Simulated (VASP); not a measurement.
VASP runs on Ga share one base input (PBE GGA, plane waves, VASP's PBE PAW potentials (set 64)) and change the settings named in each case.

### KPOINTS
```
Automatic
0
Gamma
 7 7 1
```

**POSCAR**
```
Ga
1
    4.0246740000     0.0000000000     0.0000000000
   -2.0123370000     3.4854700000     0.0000000000
    0.0000000000     0.0000000000    14.0000000000
Ga
2
Direct
  0.0000000000   0.0000000000   0.5000000000
  0.6666670000   0.3333330000   0.5000000000
```

INCAR:
```
LWAVE  =  .FALSE.
PREC  =  Accurate
ALGO  =  Normal   ! blocked Davidson
LASPH  =  .TRUE.
EDIFF  =  1E-6   ! SCF stop (eV)
SYSTEM  =  Ga
SIGMA  =  0.05
NELM  =  100
ISIF  =  2   ! forces and stress, cell fixed
ENCUT  =  300   ! plane-wave cut-off (eV)
ISMEAR  =  -1   ! Fermi-Dirac
LMAXMIX  =  4   ! l cut-off of mixed one-centre charges
LCHARG  =  .FALSE.
GGA  =  PE   ! PBE
LREAL  =  .FALSE.
```

POTCAR, in this order: Ga_d (PBE.64 set). Program: vasp_std.

```json
[
 {"change": "base run", "E(σ→0) (eV/atom)": "-2.1417", "−TS (eV)": "-0.0105"},
 {"change": "GGA removed, POTCAR Ga_d (LDA.64 set)", "E(σ→0) (eV/atom)": "-2.7313", "−TS (eV)": "-0.0104"},
 {"change": "GGA_COMPAT = .FALSE., LNONCOLLINEAR = .TRUE., LSORBIT = .TRUE., MAGMOM = 0.0 0.0 0.0 0.0 0.0 0.0, program vasp_ncl", "E(σ→0) (eV/atom)": "-2.1484", "−TS (eV)": "-0.0104"},
 {"change": "KPOINTS 5×5×1 Γ-centred mesh", "E(σ→0) (eV/atom)": "-2.1624", "−TS (eV)": "-0.0301"}
]
```
 Energies of different potentials or functionals have different zeros.  The cell holds a wide vacuum, so values per volume refer to the whole cell.

Left out are runs that ran out of time, are held back, or changed the cell or the kind of run, fixed moments of cells without a moment, rows past the twelfth, gaps on odd meshes, pressures of charged cells and columns that move by less than the noise.

The cell is a sheet or thin cut with vacuum, built from a generated structure.
